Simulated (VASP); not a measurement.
Output of a VASP run:

OUTCAR:
```
 ion  position               nearest neighbor table
   1  0.564  0.436  0.250-   2 2.31   2 2.31   4 2.84   4 2.84   4 2.84   4 2.84   3 2.88   3 2.88
                             3 2.97
   2  0.436  0.564  0.750-   1 2.31   1 2.31   3 2.84   3 2.84   3 2.84   3 2.84   4 2.88   4 2.88
                             4 2.97
   3  0.855  0.145  0.250-   2 2.84   2 2.84   2 2.84   2 2.84   1 2.88   1 2.88   1 2.97
   4  0.145  0.855  0.750-   1 2.84   1 2.84   1 2.84   1 2.84   2 2.88   2 2.88   2 2.97
  LATTYP: Found a base centered orthorhombic cell.
 ALAT       =     3.8693240000
 B/A-ratio  =     2.6425354920
 C/A-ratio  =     0.9853602335
 Subroutine PRICEL returns:
 Original cell was already a primitive cell.
 Subroutine GETGRP returns: Found  8 space group operations
The static configuration has the point symmetry C_2h.
 The point group associated with its full space group is D_2h.
The dynamic configuration has the point symmetry C_2h.
 Subroutine INISYM returns: Found  8 space group operations
 Subroutine IBZKPT returns following result:
 Found     52 irreducible k-points:

 Following reciprocal coordinates:
            Coordinates               Weight
  0.000000  0.000000  0.000000      1.000000
  0.166667  0.000000  0.000000      4.000000
  0.333333  0.000000  0.000000      4.000000
  0.500000  0.000000  0.000000      2.000000
  0.166667  0.166667  0.000000      2.000000
  0.333333  0.166667  0.000000      4.000000
  0.500000  0.166667  0.000000      4.000000
 -0.333333  0.166667  0.000000      4.000000
 -0.166667  0.166667  0.000000      2.000000
  0.333333  0.333333  0.000000      2.000000
  0.500000  0.333333  0.000000      4.000000
 -0.333333  0.333333  0.000000      2.000000
  0.500000  0.500000  0.000000      1.000000
  0.000000  0.000000  0.166667      2.000000
  0.166667  0.000000  0.166667      8.000000
  0.333333  0.000000  0.166667      8.000000
  0.500000  0.000000  0.166667      4.000000
  0.166667  0.166667  0.166667      4.000000
  0.333333  0.166667  0.166667      8.000000
  0.500000  0.166667  0.166667      8.000000
 -0.333333  0.166667  0.166667      8.000000
 -0.166667  0.166667  0.166667      4.000000
  0.333333  0.333333  0.166667      4.000000
  0.500000  0.333333  0.166667      8.000000
 -0.333333  0.333333  0.166667      4.000000
  0.500000  0.500000  0.166667      2.000000
  0.000000  0.000000  0.333333      2.000000
  0.166667  0.000000  0.333333      8.000000
  0.333333  0.000000  0.333333      8.000000
  0.500000  0.000000  0.333333      4.000000
  0.166667  0.166667  0.333333      4.000000
  0.333333  0.166667  0.333333      8.000000
  0.500000  0.166667  0.333333      8.000000
 -0.333333  0.166667  0.333333      8.000000
 -0.166667  0.166667  0.333333      4.000000
  0.333333  0.333333  0.333333      4.000000
  0.500000  0.333333  0.333333      8.000000
 -0.333333  0.333333  0.333333      4.000000
  0.500000  0.500000  0.333333      2.000000
  0.000000  0.000000  0.500000      1.000000
   k-points           NKPTS =     52   k-points in BZ     NKDIM =     52   number of bands    NBANDS=     18
   number of dos      NEDOS =    301   number of ions     NIONS =      4
   total plane-waves  NPLWV =  24576
   dimension x,y,z NGX =    32 NGY =   32 NGZ =   24
   dimension x,y,z NGXF=    64 NGYF=   64 NGZF=   48
   ions per type =               2   2
   PREC   = accura    normal or accurate (medium, high low for compatibility)
   ISTART =      0    job   : 0-new  1-cont  2-samecut
   ICHARG =      2    charge: 1-file 2-atom 10-const
   ISPIN  =      1    spin polarized calculation?
   LNONCOLLINEAR =      F non collinear calculations
   LSORBIT =      F    spin-orbit coupling
   INIWAV =      1    electr: 0-lowe 1-rand  2-diag
   ENCUT  =  300.0 eV  22.05 Ry    4.70 a.u.   7.72  7.72  5.38*2*pi/ulx,y,z
   NELM   =    100;   NELMIN=  2; NELMDL= -5     # of ELM steps
   EDIFF  = 0.1E-05   stopping-criterion for ELM
   LREAL  =      F    real-space projection
...
```

### OSZICAR
```
       N       E                     dE             d eps       ncg     rms          rms(c)
DAV:   1     0.132624297287E+03    0.13262E+03   -0.89093E+03  1872   0.912E+02
DAV:   2    -0.113627948274E+02   -0.14399E+03   -0.13894E+03  1942   0.300E+02
DAV:   3    -0.239017283926E+02   -0.12539E+02   -0.11771E+02  2680   0.704E+01
DAV:   4    -0.243937191265E+02   -0.49199E+00   -0.48359E+00  2552   0.150E+01
DAV:   5    -0.244116005068E+02   -0.17881E-01   -0.17776E-01  2754   0.235E+00    0.110E+01
DAV:   6    -0.240723555633E+02    0.33924E+00   -0.72991E+00  2882   0.216E+01    0.707E+00
DAV:   7    -0.237728037697E+02    0.29955E+00   -0.17451E+00  2912   0.109E+01    0.391E+00
DAV:   8    -0.237546516461E+02    0.18152E-01   -0.16942E-01  2272   0.303E+00    0.734E-01
DAV:   9    -0.237535190731E+02    0.11326E-02   -0.74965E-03  2852   0.605E-01    0.408E-01
DAV:  10    -0.237529984522E+02    0.52062E-03   -0.29913E-03  2276   0.420E-01    0.969E-02
DAV:  11    -0.237530176014E+02   -0.19149E-04   -0.20057E-04  2710   0.960E-02    0.195E-02
DAV:  12    -0.237530209121E+02   -0.33107E-05   -0.79808E-06  2086   0.240E-02    0.117E-02
DAV:  13    -0.237530209651E+02   -0.52993E-07   -0.74953E-07  1122   0.609E-03
   1 F= -.23753021E+02 E0= -.23684023E+02  d E =-.137997E+00
```

**OUTCAR**
```
------------------------ aborting loop because EDIFF is reached ----------------------------------------
  FORCE on cell =-STRESS in cart. coord.  units (eV):
  Direction    XX          YY          ZZ          XY          YZ          ZX
  --------------------------------------------------------------------------------------
  Total      -13.0916903    -12.8510729     -8.2629386      0.0000000      0.0000000      0.0000000
  in kB     -278.1090672   -272.9975901   -175.5310513      0.0000000      0.0000000      0.0000000
  external PRESSURE =    -242.2125696 kB  Pullay stress =       0.0000000 kB
  volume of cell :       75.42
      direct lattice vectors                 reciprocal lattice vectors
     1.934662000 -5.112413000  0.000000000     0.258443077 -0.097801175  0.000000000
     1.934662000  5.112413000  0.000000000     0.258443077  0.097801175  0.000000000
     0.000000000  0.000000000  3.812678000     0.000000000  0.000000000  0.262282836
 POSITION                                       TOTAL-FORCE (eV/Angst)
 -----------------------------------------------------------------------------------
      1.93466     -0.65439      0.95317         0.000000     -1.940446      0.000000
      1.93466      0.65439      2.85951         0.000000      1.940446     -0.000000
      1.93466     -3.62726      0.95317         0.000000      0.168783      0.000000
      1.93466      3.62726      2.85951         0.000000     -0.168783      0.000000
 -----------------------------------------------------------------------------------
    total drift:                               -0.000000     -0.000000     -0.000000
  FREE ENERGIE OF THE ION-ELECTRON SYSTEM (eV)
  ---------------------------------------------------
  free  energy   TOTEN  =       -23.7530209651 eV

  energy  without entropy=      -23.6150241074  energy(sigma->0) =      -23.68402254
```
(Selected blocks of OUTCAR.)

### POSCAR
```
PIr
1
    1.9346620000    -5.1124130000     0.0000000000
    1.9346620000     5.1124130000     0.0000000000
    0.0000000000     0.0000000000     3.8126780000
P Ir
2 2
Direct
  0.5640000000   0.4360000000   0.2500000000
  0.4360000000   0.5640000000   0.7500000000
  0.8547500000   0.1452500000   0.2500000000
  0.1452500000   0.8547500000   0.7500000000
```

### Question
Reconstruct the remaining input files.

### Answer
Several could match; the one computed here: the input of the run itself, PBE GGA, plane waves, VASP's PBE PAW potentials (set 64).

INCAR:
```
ISIF=2   ! forces and stress, cell fixed
ISMEAR=-1
ALGO=Normal   ! blocked Davidson
SIGMA=0.1   ! width (eV)
LMAXMIX=6
LREAL=.FALSE.   ! projection in real space or not
LCHARG=.FALSE.
SYSTEM=PIr
PREC=Accurate
GGA=PE   ! PBE
LASPH=.TRUE.
EDIFF=1E-6   ! SCF stop (eV)
LWAVE=.FALSE.
NELM=100   ! most electronic steps
ENCUT=300
```

KPOINTS:
```
Automatic mesh
0
Gamma
 6 6 6
0 0 0
```

POTCAR, in this order: P Ir (PBE.64 set). Program: vasp_std.

At this cut-off the stress carries a Pulay error, which pulls relaxed volumes low.

The structure was generated: PIr was put into an ordered model structure, which need not be its known phase. The cell was not relaxed at this level.
